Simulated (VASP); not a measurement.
## Be2P: single point with PBE

Crystal: Be2P.

```
Be P
1.0
     1.71634    0.99093    7.41333
    -1.71634    0.99093    7.41333
     0.00000   -1.98186    7.41333
Be P
4 2
Direct
  0.13297 0.14675 0.13593
  0.94126 0.95794 0.95956
  0.86143 0.86285 0.85188
  0.02376 0.05677 0.05853
  0.75847 0.76926 0.75756
  0.57368 0.56716 0.57393
```

The cell was built by a generator and needn't be a form met in nature.

The cell isn't the ideal one: atoms moved at random, drawn with an rms of 0.05 Å.

```
Program                : VASP 6.6.1
Task                   : single point
Functional             : PBE
Potentials or basis    : VASP PAW PBE potentials, release 64 (Be, P)
Cutoff                 : 520 eV
k mesh                 : 9 × 9 × 9
Occupations            : fermi-dirac, width 0.05 eV
Spin                   : no spin polarisation
Further INCAR settings : ALGO = Normal; EDIFF = 1e-07; NBANDS = 18
```

* Pressure: 0.4 GPa
* Largest force: 0.492 eV/Å
* Band gap on the k mesh: none (metal or under the smearing width)

Forces in eV/Å, atoms in the order of the input:
```
Be   0.059  0.088  0.034
Be   0.143  0.015 -0.370
Be   0.068 -0.122  0.412
Be   0.117  0.187  0.232
P   -0.170 -0.262 -0.380
P   -0.217  0.094  0.072
```

Stress tensor (GPa, compression positive):
```
 0.09 -0.53  0.09
-0.53  0.42  0.00
 0.09  0.00  0.65
```

Levels at points of the mesh, in eV from the Fermi level:
| k point | band 5 | band 6 | band 7 | band 8 | band 9 | band 10 | band 11 | band 12 | band 13 | band 14 |
| --- | --- | --- | --- | --- | --- | --- | --- | --- | --- | --- |
| (0.00, 0.00, 0.00) | -1.97 | -1.37 | -1.18 | -0.60 | -0.43 | 3.16 | 3.36 | 3.47 | 3.83 | 4.05 |

It took 47 min on 1 thread of AMD EPYC 7R43 64-Core Processor (Zen 3) (shared host), peak memory 0.69 GiB.
